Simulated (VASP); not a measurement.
## Relaxed cell of WSe2: a test of cutoff and mesh

How far does the relaxed cell of WSe2 depend on cutoff and k mesh? The starting structure is a measured crystal structure from the Crystallography Open Database. The first relaxation on each setting starts from this cell expanded by 3 % in volume.

Program: VASP 6.6.1. Level of theory: Kohn-Sham DFT with plane waves and PAW; PBEsol. Results are calculated unless marked as measured.

### Step 1. The structure

Symmetry: P6_3/mmc, No. 194, hexagonal system. Conventional cell: a = 3.282 Å, b = 3.282 Å, c = 12.960 Å, α = 90.00°, β = 90.00°, γ = 120.00°. W has 6 Se at 2.53 Å nearest. Nearest to Se lie 3 W at 2.53 Å. Farther neighbours and most contacts between anions are not listed.

As a file:

```cif
data_structure
_symmetry_space_group_name_H-M 'P6_3/mmc'
_symmetry_Int_Tables_number 194
_cell_length_a 3.2820
_cell_length_b 3.2820
_cell_length_c 12.9600
_cell_angle_alpha 90.000
_cell_angle_beta 90.000
_cell_angle_gamma 120.000
_cell_volume 120.90
loop_
_atom_site_label
_atom_site_type_symbol
_atom_site_symmetry_multiplicity
_atom_site_Wyckoff_symbol
_atom_site_fract_x
_atom_site_fract_y
_atom_site_fract_z
_atom_site_occupancy
W1 W 2 c 0.66667 0.33333 0.75000 1
Se1 Se 4 f 0.66667 0.33333 0.37890 1
```

### Step 2. Reference relaxation

This run starts from the cell of an earlier relaxation, which isn't shown; the restart sets up the plane waves anew.

Contents of INCAR:

```
SYSTEM = WSe2
PREC = Accurate
ENCUT = 450
EDIFF = 1E-06
NELM = 100
ISMEAR = 0
SIGMA = 0.03
LREAL = .FALSE.
ALGO = Normal
GGA = PS
NBANDS = 24
LASPH = .TRUE.
LORBIT = 11
LWAVE = .FALSE.
LCHARG = .FALSE.
KPAR = 8
IBRION = 2
NSW = 50
ISIF = 3
EDIFFG = -0.006
```

Contents of POSCAR:

```
WSe2
1.0
    3.2684435790      0.0000000000      0.0000000000
   -1.6342217895      2.8305551703      0.0000000000
    0.0000000000      0.0000000000     13.2220648979
W Se
2 4
Direct
    0.6666666667      0.3333333333      0.7500000000
    0.3333333333      0.6666666667      0.2500000000
    0.6666666667      0.3333333333      0.3766399638
    0.3333333333      0.6666666667      0.8766399638
    0.6666666667      0.3333333333      0.1233600362
    0.3333333333      0.6666666667      0.6233600362
```

Contents of KPOINTS:

```
Automatic mesh
0
Gamma
9 9 2
0 0 0
```

The projector-augmented-wave data sets are W and Se (PBE family, release 64).

Run with:

```console
$ mpirun -np 8 vasp_std
```

The log of the run:

```text
[banner, memory and clock lines left out]
running    8 mpi-ranks, on    1 nodes
 distrk:  each k-point on    1 cores,    8 groups
 distr:  one band on    1 cores,    1 groups

 POSCAR found type information on POSCAR W Se
 POSCAR found :  2 types and       6 ions
|                                                                             |
|           W    W    AA    RRRRR   N    N  II  N    N   GGGG   !!!           |
|           W    W   A  A   R    R  NN   N  II  NN   N  G    G  !!!           |
|           W    W  A    A  R    R  N N  N  II  N N  N  G       !!!           |
|           W WW W  AAAAAA  RRRRR   N  N N  II  N  N N  G  GGG   !            |
|           WW  WW  A    A  R   R   N   NN  II  N   NN  G    G                |
|           W    W  A    A  R    R  N    N  II  N    N   GGGG   !!!           |
|                                                                             |
|     For optimal performance we recommend to set                             |
|       NCORE = 2 up to number-of-cores-per-socket                            |
|     NCORE specifies how many cores store one orbital (NPAR=cpu/NCORE).      |
|     This setting can greatly improve the performance of VASP for DFT.       |
|     The default, NCORE=1 might be grossly inefficient on modern             |
|     multi-core architectures or massively parallel machines. Do your        |
|     Unfortunately you need to use the default for GW and RPA                |
|     calculations (for HF NCORE is supported but not extensively tested      |
|     yet).                                                                   |
|                                                                             |

|                                                                             |
|               ----> ADVICE to this user running VASP <----                  |
|                                                                             |
|     You enforced a specific xc type in the INCAR file but a different       |
|     [... a line on the potential file left out ...]
|     I HOPE YOU KNOW WHAT YOU ARE DOING!                                     |
|                                                                             |

 LDA part: xc-table for (Slater+PW92), standard interpolation
 POSCAR, INCAR and KPOINTS ok, starting setup
 FFT: planning ... GRIDC
 FFT: planning ... GRID_SOFT
 FFT: planning ... GRID
 WAVECAR not read
 entering main loop
       N       E                     dE             d eps       ncg     rms          rms(c)
DAV:   1     0.164617546953E+03    0.16462E+03   -0.14311E+04  1152   0.116E+03
DAV:   2    -0.353010762900E+02   -0.19992E+03   -0.19215E+03  1552   0.247E+02
DAV:   3    -0.484697799709E+02   -0.13169E+02   -0.13060E+02  1536   0.635E+01
DAV:   4    -0.487004790389E+02   -0.23070E+00   -0.23016E+00  1560   0.896E+00
DAV:   5    -0.487044529863E+02   -0.39739E-02   -0.39712E-02  1560   0.102E+00    0.329E+01
DAV:   6    -0.471291868956E+02    0.15753E+01   -0.72104E+00  1720   0.127E+01    0.132E+01
DAV:   7    -0.468639732812E+02    0.26521E+00   -0.39983E+00  1536   0.101E+01    0.779E+00
DAV:   8    -0.466809412998E+02    0.18303E+00   -0.60335E-01  1576   0.462E+00    0.671E-01
DAV:   9    -0.466796324603E+02    0.13088E-02   -0.59414E-02  1536   0.128E+00    0.423E-01
DAV:  10    -0.466788476244E+02    0.78484E-03   -0.57862E-03  1528   0.430E-01    0.229E-01
DAV:  11    -0.466788230373E+02    0.24587E-04   -0.86606E-04  1456   0.152E-01    0.147E-01
DAV:  12    -0.466788071031E+02    0.15934E-04   -0.28592E-04  1616   0.966E-02    0.390E-02
DAV:  13    -0.466788096373E+02   -0.25342E-05   -0.20655E-05  1544   0.253E-02    0.873E-03
DAV:  14    -0.466788095969E+02    0.40337E-07   -0.11735E-06  1008   0.674E-03
   1 F= -.46678810E+02 E0= -.46678810E+02  d E =-.466788E+02
 curvature:   0.00 expect dE= 0.000E+00 dE for cont linesearch  0.000E+00
 trial: gam= 0.00000 g(F)=  0.189E-05 g(S)=  0.132E-04 ort = 0.000E+00 (trialstep = 0.100E+01)
 search vector abs. value=  0.151E-04
 reached required accuracy - stopping structural energy minimisation
```

Elapsed: 14 s, on 8 MPI ranks of AMD EPYC 7R43, shared host; peak memory 1.9 GiB; 1.7 min of CPU time.

The logs omit lines about the potential files and the build; timing stands in the text.

From OUTCAR (step 2):

```text
ion  position               nearest neighbor table
   1  0.667  0.333  0.750-   4 2.52   6 2.52   4 2.52   6 2.52   4 2.52   6 2.52
   2  0.333  0.667  0.250-   3 2.52   5 2.52   3 2.52   5 2.52   3 2.52   5 2.52
   3  0.667  0.333  0.377-   2 2.52   2 2.52   2 2.52
   4  0.333  0.667  0.877-   1 2.52   1 2.52   1 2.52
   5  0.667  0.333  0.123-   2 2.52   2 2.52   2 2.52
   6  0.333  0.667  0.623-   1 2.52   1 2.52   1 2.52

  LATTYP: Found a hexagonal cell.
 ALAT       =     3.2684435790
 C/A-ratio  =     4.0453703967

 Subroutine GETGRP returns: Found 24 space group operations
 (whereof 12 operations were pure point group operations)

The static configuration has the point symmetry D_3d.
 The point group associated with its full space group is D_6h.

 Found     24 irreducible k-points:

   k-points           NKPTS =     24   k-points in BZ     NKDIM =     24   number of bands    NBANDS=     24

   dimension x,y,z NGX =    24 NGY =   24 NGZ =   96
   dimension x,y,z NGXF=    48 NGYF=   48 NGZF=  192

   ENCUT  =  450.0 eV  33.07 Ry    5.75 a.u.   5.65  5.65 22.87*2*pi/ulx,y,z

   NELECT =      36.0000    total number of electrons

 k-points in reciprocal lattice and weights: Automatic mesh
   0.00000000  0.00000000  0.00000000       0.006
   0.11111111 -0.00000000  0.00000000       0.037
   0.22222222 -0.00000000  0.00000000       0.037
   0.33333333 -0.00000000  0.00000000       0.037
   0.44444444 -0.00000000  0.00000000       0.037
   0.11111111  0.11111111  0.00000000       0.037
   0.22222222  0.11111111  0.00000000       0.074
   0.33333333  0.11111111  0.00000000       0.074
   0.44444444  0.11111111  0.00000000       0.037
[...]
0.33333333  0.22222222  0.50000000       0.074
   0.33333333  0.33333333  0.50000000       0.012

 average (electrostatic) potential at core
       1 -40.5292       2 -40.5292       3 -53.2598       4 -53.2598       5 -53.2598
       6 -53.2598

 E-fermi :   5.1746

 k-point     1 :       0.0000    0.0000    0.0000
  band No.  band energies     occupation
    ...
     14       3.6397      2.00000
     15       3.6397      2.00000
     16       3.8402      2.00000
     17       3.9125      2.00000
     18       5.0026      2.00000
     19       7.8342      0.00000
     20       7.8343      0.00000
     21       7.8755      0.00000
     22       7.8755      0.00000
     23       7.9542      0.00000
    ...

 k-point     2 :       0.1111   -0.0000    0.0000
  band No.  band energies     occupation
    ...
     14       3.3345      2.00000
     15       3.4998      2.00000
     16       3.9552      2.00000
     17       4.1594      2.00000
     18       4.7383      2.00000
     19       7.2581      0.00000
     20       7.4730      0.00000
     21       7.5943      0.00000
     22       7.6008      0.00000
     23       7.6936      0.00000
    ...

 k-point     3 :       0.2222   -0.0000    0.0000
  band No.  band energies     occupation
    ...
     14       3.0894      2.00000
     15       3.1422      2.00000
     16       3.7055      2.00000
     17       3.8310      2.00000
     18       4.0091      2.00000
     19       6.4311      0.00000
     20       7.2498      0.00000
     21       7.3096      0.00000
     22       7.3357      0.00000
     23       7.4616      0.00000
    ...

  Total       -0.0188363     -0.0188363     -0.0305188      0.0000000      0.0000000      0.0000000
  in kB       -0.2467138     -0.2467138     -0.3997288      0.0000000      0.0000000      0.0000000
  external PRESSURE =      -0.2977188 kB  Pullay stress =       0.0000000 kB

  energy-cutoff  :      450.00
  volume of cell :      122.32
      direct lattice vectors                 reciprocal lattice vectors
     3.268443579  0.000000000  0.000000000     0.305956023  0.176643792  0.000000000
    -1.634221789  2.830555170  0.000000000     0.000000000  0.353287585  0.000000000
     0.000000000  0.000000000 13.222064898     0.000000000  0.000000000  0.075631152

 POSITION                                       TOTAL-FORCE (eV/Angst)
 -----------------------------------------------------------------------------------
      1.63422      0.94352      9.91655        -0.000000      0.000000      0.000000
     -0.00000      1.88704      3.30552         0.000000     -0.000000      0.000000
      1.63422      0.94352      4.97996         0.000000     -0.000000     -0.003130
     -0.00000      1.88704     11.59099        -0.000000      0.000000     -0.003130
      1.63422      0.94352      1.63107         0.000000     -0.000000      0.003130
     -0.00000      1.88704      8.24211        -0.000000     -0.000000      0.003130
 -----------------------------------------------------------------------------------
    total drift:                               -0.000000      0.000000     -0.000000

  FREE ENERGIE OF THE ION-ELECTRON SYSTEM (eV)
  ---------------------------------------------------
  free  energy   TOTEN  =       -46.6788095969 eV

  energy  without entropy=      -46.6788095969  energy(sigma->0) =      -46.67880960

 reached required accuracy - stopping structural energy minimisation

 total charge
# of ion       s       p       d       tot
------------------------------------------
    1        0.539   0.633   4.240   5.412
    2        0.539   0.633   4.240   5.412
    3        1.477   2.345   0.072   3.894
    4        1.477   2.345   0.072   3.894
    5        1.477   2.345   0.072   3.894
    6        1.477   2.345   0.072   3.894
--------------------------------------------------
tot          6.984  10.647   8.769  26.400

[... 3 further parts left out ...]
```

CONTCAR:

```
WSe2
   1.00000000000000
     3.2684435789999999    0.0000000000000000    0.0000000000000000
    -1.6342217895000000    2.8305551702999998    0.0000000000000000
     0.0000000000000000    0.0000000000000000   13.2220648978999993
  W               Se
     2     4
Direct
     0.6666666667000030    0.3333333332999970    0.7500000000000000
     0.3333333332999970    0.6666666667000030    0.2500000000000000
     0.6666666667000030    0.3333333332999970    0.3766399638000024
     0.3333333332999970    0.6666666667000030    0.8766399638000024
     0.6666666667000030    0.3333333332999970    0.1233600361999976
     0.3333333332999970    0.6666666667000030    0.6233600361999976
```

The PAW data sets were made with PBE, which is usual practice but a small mismatch for other functionals. The data set W keeps the semicore shell frozen, which is cheaper and a little less accurate. The run keeps the 24 symmetry operations of its start, so it cannot find a distortion of lower symmetry.

The reference relaxation ends at 20.387 Å³ an atom.

### Step 3. Relaxation with a cutoff of 220 eV

Against step 2 the input has ENCUT = 220. This run starts from the cell of an earlier relaxation, which isn't shown; the restart sets up the plane waves anew.

Changes to INCAR since step 2:

```diff
@@ -2,3 +2,3 @@
 PREC = Accurate
-ENCUT = 450
+ENCUT = 220
 EDIFF = 1E-06
```

Contents of POSCAR:

```
WSe2
1.0
    3.2609510242      0.0000000000      0.0000000000
   -1.6304755121      2.8240664275      0.0000000000
    0.0000000000      0.0000000000     12.9573980265
W Se
2 4
Direct
    0.6666666667      0.3333333333      0.7500000000
    0.3333333333      0.6666666667      0.2500000000
    0.6666666667      0.3333333333      0.3793468706
    0.3333333333      0.6666666667      0.8793468706
    0.6666666667      0.3333333333      0.1206531294
    0.3333333333      0.6666666667      0.6206531294
```

KPOINTS is that of step 2.

Run with:

```console
$ mpirun -np 8 vasp_std
```

The log of the run:

```text
[banner, memory and clock lines left out]
running    8 mpi-ranks, on    1 nodes
[...]
[... a notice as in an earlier step ...]

 [... a notice as in an earlier step ...]

 LDA part: xc-table for (Slater+PW92), standard interpolation
 POSCAR, INCAR and KPOINTS ok, starting setup
[...]
entering main loop
       N       E                     dE             d eps       ncg     rms          rms(c)
DAV:   1     0.954417064565E+02    0.95442E+02   -0.95388E+03  1152   0.651E+02
DAV:   2    -0.416395748966E+02   -0.13708E+03   -0.13248E+03  1600   0.164E+02
DAV:   3    -0.485298666322E+02   -0.68903E+01   -0.68490E+01  1536   0.408E+01
DAV:   4    -0.486415149001E+02   -0.11165E+00   -0.11152E+00  1464   0.510E+00
[...]
DAV:  12    -0.466243981133E+02    0.77319E-04   -0.15220E-04  1584   0.624E-02    0.726E-02
DAV:  13    -0.466243754463E+02    0.22667E-04   -0.16303E-04  1600   0.539E-02    0.563E-03
DAV:  14    -0.466243755163E+02   -0.69992E-07   -0.30736E-06  1424   0.108E-02
   1 F= -.46624376E+02 E0= -.46624376E+02  d E =-.466244E+02
[... from here on, the cycles between the ionic steps are left out ...]
   2 F= -.46623850E+02 E0= -.46623850E+02  d E =0.525620E-03
   3 F= -.46624622E+02 E0= -.46624622E+02  d E =-.246102E-03
   4 F= -.46624622E+02 E0= -.46624622E+02  d E =-.246031E-03
   5 F= -.46624758E+02 E0= -.46624758E+02  d E =-.135965E-03
   6 F= -.46624781E+02 E0= -.46624781E+02  d E =-.159382E-03
   7 F= -.46624874E+02 E0= -.46624874E+02  d E =-.926771E-04
   8 F= -.46624981E+02 E0= -.46624981E+02  d E =-.199606E-03
   9 F= -.46625058E+02 E0= -.46625058E+02  d E =-.771536E-04
  10 F= -.46625074E+02 E0= -.46625074E+02  d E =-.933654E-04
  11 F= -.46625084E+02 E0= -.46625084E+02  d E =-.975769E-05
 trial-energy change:   -0.000010  1 .order   -0.000009   -0.000014   -0.000005
 step:   0.5519(harm=  0.5519)  dis= 0.00001  next Energy=   -46.625085 (dE=-0.112E-04)
 reached required accuracy - stopping structural energy minimisation
```

Run time: 28 s. Hardware: 8 MPI ranks; peak memory 1.2 GiB.

Parts of OUTCAR (step 3):

```text
  Total        0.0101449      0.0101449     -0.0181105      0.0000000      0.0000000      0.0000000
  in kB        0.1370864      0.1370864     -0.2447255      0.0000000      0.0000000      0.0000000
  external PRESSURE =       0.0098158 kB  Pullay stress =       0.0000000 kB

 POSITION                                       TOTAL-FORCE (eV/Angst)
 -----------------------------------------------------------------------------------
      1.62874      0.94035      9.67680        -0.000000      0.000000      0.000000
     -0.00000      1.88070      3.22560        -0.000000      0.000000      0.000000
      1.62874      0.94035      4.90263        -0.000000      0.000000     -0.002832
     -0.00000      1.88070     11.35382         0.000000     -0.000000     -0.002832
      1.62874      0.94035      1.54857         0.000000      0.000000      0.002832
     -0.00000      1.88070      7.99977        -0.000000     -0.000000      0.002832
 -----------------------------------------------------------------------------------
    total drift:                                0.000000     -0.000000      0.000000

  FREE ENERGIE OF THE ION-ELECTRON SYSTEM (eV)
  ---------------------------------------------------
  free  energy   TOTEN  =       -46.6250836585 eV

  energy  without entropy=      -46.6250836585  energy(sigma->0) =      -46.62508366

[... 2 parts as in an earlier step ...]

[... 2 further parts left out ...]
[key lines of the parts left out:]
E-fermi :   5.5285
```

Logs of long relaxations may skip ionic steps without a mark.

With a cutoff of 220 eV the cell ends at 19.761 Å³ an atom, -3.07 % from the reference, a by -0.3 % and c by -2.4 %.

[end of part 1 of 2]

[Lines on the potential files, build, host, timing and source positions are cut from VASP's logs without a mark.]

[Logs are printed without paths, hosts, clocks, repeated set-up lines and the standing remarks that a program may print on its own settings, such as how far it seeks lower states.]

[Hosts, paths, dates, database ids (printed as entryN), source tags and the programs' standing remarks are cut or masked in the printed files.]
